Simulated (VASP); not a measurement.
Data:

```
Eu
1.0
   -2.18502     2.18502     2.18502
    2.18502    -2.18502     2.18502
    2.18502     2.18502    -2.18502
Eu
1
Cartesian
  0.00000   0.00000   0.00000
```

All values below come from PBE GGA with D3 dispersion (zero damping), VASP's PBE PAW potentials (set 64) (plane waves; VASP). Run with 520 eV cut-off, 13×13×13 Γ-centred mesh, tetrahedra with Blöchl corrections, potentials Eu_2.

The 4f electrons are frozen in the core of the lanthanide potential, so 4f levels, which can set the real gap, and their magnetism are missing.

### Question
Estimate the energy per atom (σ→0), band gap (on the k-mesh) with the smallest direct gap where there is one.

### Answer

| Quantity | Value |
|---|---|
| band gap (on the k-mesh) | none (metal, semimetal or under 0.01 eV) |
| energy per atom (σ→0) | -200.5 kJ/mol-atom |

Only differences to runs with the same potentials and settings are physical.

The compound is Eu in the bcc structure. It was relaxed first, which changed the volume by -13 %.
